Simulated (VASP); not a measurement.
Here is the system:

```
CELL_PARAMETERS angstrom
      0.00000     3.41688     3.41688
      3.41688     0.00000     3.41688
      3.41688     3.41688     0.00000
ATOMIC_POSITIONS crystal
  Au 0.00000 0.00000 0.00000
  Sb 0.25000 0.25000 0.25000
  Sb 0.75000 0.75000 0.75000
```

These are r2SCAN meta-GGA, VASP's PBE PAW potentials (set 64) (plane waves; VASP 6.6.1) values and carry that method's errors. Run with 400 eV cut-off, 7×7×7 Γ-centred mesh, first-order Methfessel-Paxton smearing of 0.10 eV, potentials Au Sb.

Unless said otherwise, spin-orbit coupling is left out, though it shifts the bands of the heavy elements here.

Q: Estimate the energy per atom (σ→0), band gap (on the k-mesh) with the smallest direct gap where there is one.

A: 
```
Item                                                         Value
------------------------  ----------------------------------------
band gap (on the k-mesh)  none (metal, semimetal or under 0.01 eV)
energy per atom (σ→0)                      -3265.4 kJ/mol of atoms
```

The absolute energy has meaning only against runs of the same code, potentials and settings.

The structure comes from a measured Sb2Au entry (Fm-3m) of the Crystallography Open Database, whose conditions weren't checked. It was relaxed first, which changed the volume by +8 %. The start is the result of an earlier pass. The electron count is odd and the run is not spin-polarised, which forces a metal.
